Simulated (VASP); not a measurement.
Consider the following.

```
Si
1.0
    3.84651     0.00000     0.00000
    0.00000     3.84651     0.00000
    0.00000     0.00000    25.90382
Si
8
Cartesian
  0.96163   1.92325   8.20831
  0.96163   0.00000   9.55128
  2.88488   0.00000  10.91463
  2.88488   1.92325  12.26774
  0.96163   1.92325  13.63608
  0.96163   0.00000  14.98919
  2.88488   3.84651  16.35254
  2.88488   1.92325  17.69551
```

Calculation: r2SCAN meta-GGA, VASP's PBE PAW potentials (set 64) (plane waves; VASP). Settings: PREC = Normal, 400 eV cut-off, 7×7×1 Γ-centred mesh, first-order Methfessel-Paxton smearing of 0.10 eV, potentials Si.

Question: What does the run give for the energy per atom (σ→0), band gap (on the k-mesh) with the smallest direct gap where there is one?

Answer: 
| Quantity | Result |
|---|---|
| band gap (on the k-mesh) | none (metal, semimetal or under 0.01 eV) |
| energy per atom (σ→0) | -8.216 eV/atom |

The absolute energy has meaning only against runs of the same code, potentials and settings.

The cell is a thin slab with vacuum, built from Si (diamond): (100) face.
